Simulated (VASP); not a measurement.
```xyz
2
Lattice="3.4646 -1.8563 -0.0522 3.4646 1.8563 -0.0522 2.5164 0.0000 3.0199" Properties=species:S:1:pos:R:3 pbc="T T T"
As     2.1776     0.0000     0.6721
As     7.2682     0.0000     2.2433
```

All values below come from PBE GGA with D4 dispersion, VASP's PBE PAW potentials (set 64) (plane waves; VASP 6.6.1). Run with 520 eV cut-off, 12×12×12 Γ-centred mesh, first-order Methfessel-Paxton smearing of 0.10 eV, potentials As.

**Question.** The ions and cell shape at fixed volume are relaxed. Give the cell that the relaxation ends in.

**Answer.** 
```xyz
2
Lattice="3.4097 -1.8736 -0.0797 3.4097 1.8736 -0.0797 2.4526 0.0000 3.0211" Properties=species:S:1:pos:R:3 pbc="T T T"
As     2.1638     0.0000     0.6678
As     7.1082     0.0000     2.1940
```
Space group R-3m (166), at a tolerance of 0.03 Å.

**Question.** How much energy does the relaxation gain?

**Answer.** The energy (σ→0) changes by -7.0 meV/atom, in 5 ionic steps.

The compound is As in the a7 structure. This cell is one point of a volume scan, at 0.94 of the reference volume. Symmetry was kept, so distortions that lower it aren't found.
